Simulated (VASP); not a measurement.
Set up this calculation in VASP 6.6.1, as the native input.

* Task: band structure
* Functional: PBE
* Potentials or basis: VASP PAW PBE potentials, release 64 (Bi)
* Cutoff: 250 eV
* k mesh: 4 × 4 × 4
* Occupations: gaussian, width 0.02 eV
* Spin: no spin polarisation
* Further INCAR settings: ALGO = Normal; EDIFF = 1e-06

The structure of Bi lies in POSCAR:

```
Bi
1.0
    2.2675000000      1.3091417354      3.9380000000
   -2.2675000000      1.3091417354      3.9380000000
    0.0000000000     -2.6182834708      3.9380000000
Bi
2
Direct
    0.7660000000      0.7660000000      0.7660000000
    0.2340000000      0.2340000000      0.2340000000
```

These files were run (other wordings do the same):

INCAR

```
SYSTEM = Bi
ALGO     = Normal         ! electronic algorithm
EDIFF    = 1E-6           ! SCF threshold, eV
ENCUT    = 250            ! plane-wave cutoff, eV
GGA      = PE             ! functional
ISIF     = 2              ! what is computed and relaxed
ISMEAR   = 0              ! smearing method
LASPH    = .TRUE.         ! aspherical terms in the spheres
LCHARG   = .FALSE.        ! write CHGCAR
LREAL    = .FALSE.        ! projectors in reciprocal space
LWAVE    = .FALSE.        ! write WAVECAR
NELM     = 80             ! most SCF steps
PREC     = Accurate       ! precision mode
SIGMA    = 0.02           ! smearing width, eV
```

KPOINTS

```
k-points
0
G
  4 4 4
  0 0 0
```

KPOINTS_OPT

```
path GLB1,BZGX,QFP1Z,LP
10
line-mode
reciprocal
 0.0000000000  0.0000000000  0.0000000000  G
 0.5000000000  0.0000000000  0.0000000000  L

 0.5000000000  0.0000000000  0.0000000000  L
 0.5000000000  0.2403434496 -0.2403434496  B1

 0.7596565504  0.5000000000  0.2403434496  B
 0.5000000000  0.5000000000  0.5000000000  Z

 0.5000000000  0.5000000000  0.5000000000  Z
 0.0000000000  0.0000000000  0.0000000000  G

 0.0000000000  0.0000000000  0.0000000000  G
 0.3701717248  0.0000000000 -0.3701717248  X

 0.6298282752  0.3701717248  0.0000000000  Q
 0.5000000000  0.5000000000  0.0000000000  F

 0.5000000000  0.5000000000  0.0000000000  F
 0.6298282752  0.6298282752  0.2403434496  P1

 0.6298282752  0.6298282752  0.2403434496  P1
 0.5000000000  0.5000000000  0.5000000000  Z

 0.5000000000  0.0000000000  0.0000000000  L
 0.7596565504  0.3701717248  0.3701717248  P
```

Potentials or basis: VASP PAW PBE potentials, release 64 (Bi).

Command:

```sh
$ cat potpaw_PBE.64/Bi/POTCAR > POTCAR
$ mpirun -np 1 vasp_std > vasp.out
```

It gave:

| Property | Result |
| --- | --- |
| Pressure | 2.0 GPa |
| Largest force | 0.027 eV/Å |
| Band gap along the path | none (metal or under the smearing width) |

Caveat: the k mesh is coarse (spacing up to 0.42 Å⁻¹), so the values aren't converged; spin-orbit coupling is left out, which moves the levels of the heavy elements.

Wall time 5.1 s on 1 thread of Intel(R) Xeon(R) 6975P-C (Granite Rapids), on a shared host, peak memory 0.13 GiB.
